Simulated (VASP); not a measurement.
# Cu (Copper): how cutoff and mesh change the relaxed cell

How far does the relaxed cell of Cu (Copper) depend on cutoff and k mesh? The starting structure is a measured crystal structure from the Crystallography Open Database.

Method: Kohn-Sham DFT with plane waves and PAW; PBEsol, in VASP 6.6.1.

### Step 1. Starting point

It takes space group Fm-3m (No. 225, cubic). The conventional cell has a = 3.615 Å, b = 3.615 Å, c = 3.615 Å, α = 90.00°, β = 90.00°, γ = 90.00°. Cu has 12 Cu at 2.56 Å nearest.

Coordinates:

```xyz
1
Lattice="0.0000 1.8075 1.8075 1.8075 0.0000 1.8075 1.8075 1.8075 0.0000" Properties=species:S:1:pos:R:3 pbc="T T T"
Cu    0.0000    0.0000    0.0000
```

### Step 2. Reference relaxation

This run starts from the cell of an earlier relaxation, which isn't shown; the restart sets up the plane waves anew.

The input, INCAR:

```
SYSTEM = Cu
PREC = Accurate
ENCUT = 450
EDIFF = 1E-06
NELM = 100
ISMEAR = 1
SIGMA = 0.1
LREAL = .FALSE.
ALGO = Normal
GGA = PS
NBANDS = 11
LORBIT = 11
LWAVE = .FALSE.
LCHARG = .FALSE.
KPAR = 2
IBRION = 2
NSW = 50
ISIF = 3
EDIFFG = -0.01
```

The input, POSCAR:

```
Cu
1.0
    0.0000000000      1.7827478333      1.7827478333
    1.7827478333      0.0000000000      1.7827478333
    1.7827478333      1.7827478333      0.0000000000
Cu
1
Direct
    0.0000000000      0.0000000000      0.0000000000
```

The input, KPOINTS:

```
Automatic mesh
0
Gamma
14 14 14
0 0 0
```

The projector-augmented-wave data sets are Cu (PBE family, release 64).

The run is started by

```
mpirun -np 2 vasp_std
```

The program printed:

```text
[banner, memory and clock lines left out]
running    2 mpi-ranks, on    1 nodes
 distrk:  each k-point on    1 cores,    2 groups
 distr:  one band on    1 cores,    1 groups

 POSCAR found type information on POSCAR Cu
 POSCAR found :  1 types and       1 ions
|                                                                             |
|               ----> ADVICE to this user running VASP <----                  |
|                                                                             |
|     You enforced a specific xc type in the INCAR file but a different       |
|     [... a line on the potential file left out ...]
|     I HOPE YOU KNOW WHAT YOU ARE DOING!                                     |
|                                                                             |

 LDA part: xc-table for (Slater+PW92), standard interpolation
 POSCAR, INCAR and KPOINTS ok, starting setup
 FFT: planning ... GRIDC
 FFT: planning ... GRID_SOFT
 FFT: planning ... GRID
 WAVECAR not read
 entering main loop
       N       E                     dE             d eps       ncg     rms          rms(c)
DAV:   1     0.374124423546E+02    0.37412E+02   -0.50438E+03  2489   0.153E+03
DAV:   2    -0.448669980159E+01   -0.41899E+02   -0.39061E+02  2339   0.194E+02
DAV:   3    -0.539459206681E+01   -0.90789E+00   -0.90352E+00  2671   0.355E+01
DAV:   4    -0.540013528750E+01   -0.55432E-02   -0.55423E-02  2542   0.242E+00
DAV:   5    -0.540018726973E+01   -0.51982E-04   -0.51982E-04  2585   0.237E-01    0.841E+00
DAV:   6    -0.473388831833E+01    0.66630E+00   -0.17768E+01  2630   0.849E+01    0.411E+00
DAV:   7    -0.432176359726E+01    0.41212E+00   -0.26499E+00  2636   0.326E+01    0.568E-01
DAV:   8    -0.430932540489E+01    0.12438E-01   -0.61355E-03  2644   0.138E+00    0.336E-01
DAV:   9    -0.430727500974E+01    0.20504E-02   -0.11625E-02  2684   0.196E+00    0.225E-02
DAV:  10    -0.430728210994E+01   -0.71002E-05   -0.34687E-05  3148   0.990E-02    0.616E-03
DAV:  11    -0.430728324738E+01   -0.11374E-05   -0.56448E-07  1677   0.147E-02    0.329E-04
DAV:  12    -0.430728324791E+01   -0.53524E-09   -0.57049E-08  1282   0.272E-03
   1 F= -.43072832E+01 E0= -.43072827E+01  d E =-.430728E+01
 curvature:   0.00 expect dE= 0.000E+00 dE for cont linesearch  0.000E+00
 trial: gam= 0.00000 g(F)=  0.000E+00 g(S)=  0.116E-04 ort = 0.000E+00 (trialstep = 0.100E+01)
 search vector abs. value=  0.116E-04
 reached required accuracy - stopping structural energy minimisation
```

The job ended after 2.6 s (2 MPI ranks of Intel Xeon 6975P-C (Granite Rapids), shared host; peak memory 0.23 GiB).

Lines that name or quote the potential files are left out of all logs, and their timing lines are given in words.

OUTCAR, selected parts (step 2):

```text
ion  position               nearest neighbor table
   1  0.000  0.000  0.000-

  LATTYP: Found a face centered cubic cell.
 ALAT       =     3.5654956666

 Subroutine GETGRP returns: Found 48 space group operations
 (whereof 48 operations were pure point group operations)

The static configuration has the point symmetry O_h .

 Found    104 irreducible k-points:

   k-points           NKPTS =    104   k-points in BZ     NKDIM =    104   number of bands    NBANDS=     11

   dimension x,y,z NGX =    18 NGY =   18 NGZ =   18
   dimension x,y,z NGXF=    36 NGYF=   36 NGZF=   36

   ENCUT  =  450.0 eV  33.07 Ry    5.75 a.u.   4.36  4.36  4.36*2*pi/ulx,y,z

   NELECT =      11.0000    total number of electrons

 k-points in reciprocal lattice and weights: Automatic mesh
   0.00000000  0.00000000  0.00000000       0.000
   0.07142857  0.00000000  0.00000000       0.003
   0.14285714  0.00000000  0.00000000       0.003
   0.21428571  0.00000000  0.00000000       0.003
   0.28571429  0.00000000  0.00000000       0.003
   0.35714286  0.00000000  0.00000000       0.003
   0.42857143  0.00000000  0.00000000       0.003
   0.50000000  0.00000000  0.00000000       0.001
   0.07142857  0.07142857  0.00000000       0.002
[...]
-0.28571429  0.42857143  0.21428571       0.009
  -0.28571429  0.50000000  0.21428571       0.004

 average (electrostatic) potential at core
       1 -63.1461

 E-fermi :   7.8886

 k-point     1 :       0.0000    0.0000    0.0000
  band No.  band energies     occupation
    ...
      2       4.7695      2.00000
      3       4.7695      2.00000
      4       4.7695      2.00000
      5       5.6595      2.00000
      6       5.6595      2.00000
      7      30.8360      0.00000
      8      33.7726      0.00000
      9      33.7726      0.00000
     10      33.7726      0.00000
     11      36.2896      0.00000

 k-point     2 :       0.0714    0.0000    0.0000
  band No.  band energies     occupation
    ...
      2       4.7273      2.00000
      3       4.8065      2.00000
      4       4.8065      2.00000
      5       5.6450      2.00000
      6       5.6450      2.00000
      7      29.7118      0.00000
      8      32.0027      0.00000
      9      33.2164      0.00000
     10      33.2164      0.00000
     11      37.1040      0.00000

 k-point     3 :       0.1429    0.0000    0.0000
  band No.  band energies     occupation
    ...
      2       4.6208      2.00000
      3       4.8915      2.00000
      4       4.8915      2.00000
      5       5.6256      2.00000
      6       5.6256      2.00000
      7      26.2159      0.00000
      8      31.4672      0.00000
      9      32.3461      0.00000
     10      32.3461      0.00000
     11      38.1369      0.00000

  Total       -0.0089471     -0.0089471     -0.0089471      0.0000000      0.0000000     -0.0000000
  in kB       -1.2650139     -1.2650139     -1.2650139      0.0000000      0.0000000     -0.0000000
  external PRESSURE =      -1.2650139 kB  Pullay stress =       0.0000000 kB

  energy-cutoff  :      450.00
  volume of cell :       11.33
      direct lattice vectors                 reciprocal lattice vectors
     0.000000000  1.782747833  1.782747833    -0.280465914  0.280465914  0.280465914
     1.782747833  0.000000000  1.782747833     0.280465914 -0.280465914  0.280465914
     1.782747833  1.782747833  0.000000000     0.280465914  0.280465914 -0.280465914

 POSITION                                       TOTAL-FORCE (eV/Angst)
 -----------------------------------------------------------------------------------
      0.00000      0.00000      0.00000         0.000000      0.000000      0.000000
 -----------------------------------------------------------------------------------
    total drift:                                0.000000     -0.000000      0.000000

  FREE ENERGIE OF THE ION-ELECTRON SYSTEM (eV)
  ---------------------------------------------------
  free  energy   TOTEN  =        -4.3072832479 eV

  energy  without entropy=       -4.3072815946  energy(sigma->0) =       -4.30728270

 reached required accuracy - stopping structural energy minimisation

 total charge
# of ion       s       p       d       tot
------------------------------------------
    1        0.465   0.415   9.173  10.053

[... 3 further parts left out ...]
```

CONTCAR:

```
Cu
   1.00000000000000
     0.0000000000000000    1.7827478333000000    1.7827478333000000
     1.7827478333000000    0.0000000000000000    1.7827478333000000
     1.7827478333000000    1.7827478333000000    0.0000000000000000
  Cu
     1
Direct
     0.0000000000000000    0.0000000000000000    0.0000000000000000
```

This run has no spin polarisation. Its electron count is odd, so without a moment it is a metal by construction. The PAW data sets were made with PBE, which is usual practice but a small mismatch for other functionals. The run keeps the 48 symmetry operations of its start, so it cannot find a distortion of lower symmetry.

The reference relaxation ends at 11.332 Å³ an atom.

### Step 3. Relaxation with a cutoff of 300 eV

Against step 2 the input has ENCUT = 300. This run starts from the cell of an earlier relaxation, which isn't shown; the restart sets up the plane waves anew.

INCAR, as its differences from that of step 2:

```diff
@@ -2,3 +2,3 @@
 PREC = Accurate
-ENCUT = 450
+ENCUT = 300
 EDIFF = 1E-06
```

The input, POSCAR:

```
Cu
1.0
    0.0000000000      1.7798605811      1.7798605811
    1.7798605811      0.0000000000      1.7798605811
    1.7798605811      1.7798605811      0.0000000000
Cu
1
Direct
    0.0000000000      0.0000000000      0.0000000000
```

KPOINTS is that of step 2.

The run is started by

```
mpirun -np 2 vasp_std
```

The program printed:

```text
[banner, memory and clock lines left out]
running    2 mpi-ranks, on    1 nodes
[...]
[... a notice as in an earlier step ...]

 LDA part: xc-table for (Slater+PW92), standard interpolation
 POSCAR, INCAR and KPOINTS ok, starting setup
[...]
entering main loop
       N       E                     dE             d eps       ncg     rms          rms(c)
DAV:   1     0.300962613126E+02    0.30096E+02   -0.39287E+03  2486   0.112E+03
DAV:   2    -0.485084753230E+01   -0.34947E+02   -0.32454E+02  2321   0.166E+02
DAV:   3    -0.539889354380E+01   -0.54805E+00   -0.53783E+00  2667   0.259E+01
DAV:   4    -0.540166531795E+01   -0.27718E-02   -0.27715E-02  2581   0.159E+00
[...]
DAV:  10    -0.430726210934E+01   -0.71423E-05   -0.31446E-05  3173   0.910E-02    0.643E-03
DAV:  11    -0.430726318820E+01   -0.10789E-05   -0.59221E-07  1678   0.147E-02    0.339E-04
DAV:  12    -0.430726319758E+01   -0.93844E-08   -0.51262E-08  1273   0.226E-03
   1 F= -.43072632E+01 E0= -.43072599E+01  d E =-.430726E+01
[... from here on, the cycles between the ionic steps are left out ...]
   2 F= -.43071068E+01 E0= -.43070957E+01  d E =0.156366E-03
   3 F= -.43077396E+01 E0= -.43077326E+01  d E =-.476359E-03
   4 F= -.43077360E+01 E0= -.43077294E+01  d E =-.472755E-03
[...]
reached required accuracy - stopping structural energy minimisation
```

Wall time 2.4 s (2 MPI ranks); peak memory 0.2 GiB.

From OUTCAR (step 3):

```text
  Total       -0.0086323     -0.0086323     -0.0086323      0.0000000     -0.0000000      0.0000000
  in kB       -1.2353817     -1.2353817     -1.2353817      0.0000000     -0.0000000      0.0000000
  external PRESSURE =      -1.2353817 kB  Pullay stress =       0.0000000 kB

 POSITION                                       TOTAL-FORCE (eV/Angst)
 -----------------------------------------------------------------------------------
      0.00000      0.00000      0.00000         0.000000      0.000000     -0.000000
 -----------------------------------------------------------------------------------
    total drift:                               -0.000000     -0.000000     -0.000000

  FREE ENERGIE OF THE ION-ELECTRON SYSTEM (eV)
  ---------------------------------------------------
  free  energy   TOTEN  =        -4.3077359530 eV

  energy  without entropy=       -4.3077162946  energy(sigma->0) =       -4.30772940

[... 2 parts as in an earlier step ...]

[... 2 further parts left out ...]
[key lines of the parts left out:]
E-fermi :   8.0501
```

With a cutoff of 300 eV the cell ends at 11.195 Å³ an atom, -1.20 % from the reference.

### Step 4. Relaxation with a 7×7×7 mesh

Against step 2 the input has a 7×7×7 mesh. This run starts from the cell of an earlier relaxation, which isn't shown; the restart sets up the plane waves anew.

INCAR, as its differences from that of step 3:

```diff
@@ -2,3 +2,3 @@
 PREC = Accurate
-ENCUT = 300
+ENCUT = 450
 EDIFF = 1E-06
```

The input, POSCAR:

```
Cu
1.0
    0.0000000000      1.7816969510      1.7816969510
    1.7816969510      0.0000000000      1.7816969510
    1.7816969510      1.7816969510      0.0000000000
Cu
1
Direct
    0.0000000000      0.0000000000      0.0000000000
```

The input, KPOINTS:

```
Automatic mesh
0
Gamma
7 7 7
0 0 0
```

The run is started by

```
mpirun -np 2 vasp_std
```

The program printed:

```text
[... set-up lines as in an earlier step ...]
 entering main loop
       N       E                     dE             d eps       ncg     rms          rms(c)
DAV:   1     0.383456250273E+02    0.38346E+02   -0.48474E+03   470   0.149E+03
DAV:   2    -0.464143471908E+01   -0.42987E+02   -0.40081E+02   446   0.194E+02
DAV:   3    -0.543116416227E+01   -0.78973E+00   -0.78830E+00   540   0.336E+01
DAV:   4    -0.543590940239E+01   -0.47452E-02   -0.47446E-02   487   0.222E+00
[...]
DAV:  10    -0.434818379860E+01   -0.58635E-05   -0.42483E-05   620   0.114E-01    0.508E-03
DAV:  11    -0.434818485399E+01   -0.10554E-05   -0.38741E-07   317   0.950E-03    0.346E-04
DAV:  12    -0.434818483156E+01    0.22426E-07   -0.44073E-08   250   0.279E-03
   1 F= -.43481848E+01 E0= -.43480251E+01  d E =-.434818E+01
[...]
reached required accuracy - stopping structural energy minimisation
```

The job ended after 1.2 s (2 MPI ranks; peak memory 0.21 GiB; 1.5 s of CPU time).

Parts of OUTCAR (step 4):

```text
  Total       -0.0086481     -0.0086481     -0.0086481     -0.0000000     -0.0000000      0.0000000
  in kB       -1.2249033     -1.2249033     -1.2249033     -0.0000000     -0.0000000      0.0000000
  external PRESSURE =      -1.2249033 kB  Pullay stress =       0.0000000 kB

 POSITION                                       TOTAL-FORCE (eV/Angst)
 -----------------------------------------------------------------------------------
      0.00000      0.00000      0.00000         0.000000      0.000000      0.000000
 -----------------------------------------------------------------------------------
    total drift:                                0.000000     -0.000000     -0.000000

  FREE ENERGIE OF THE ION-ELECTRON SYSTEM (eV)
  ---------------------------------------------------
  free  energy   TOTEN  =        -4.3481848316 eV

  energy  without entropy=       -4.3477057644  energy(sigma->0) =       -4.34802514

[... 1 part as in an earlier step ...]

[... 3 further parts left out ...]
[key lines of the parts left out:]
E-fermi :   8.0900
```

With a 7×7×7 mesh the cell ends at 11.312 Å³ an atom, -0.18 % from the reference.

(Part 1 of 2 ends here.)

[Lines on the potential files, build, host, timing and source positions are cut from VASP's logs without a mark.]

[Logs are printed without paths, hosts, clocks, repeated set-up lines and the standing remarks that a program may print on its own settings, such as how far it seeks lower states.]

[Hosts, paths, dates, database ids (printed as entryN), source tags and the programs' standing remarks are cut or masked in the printed files.]
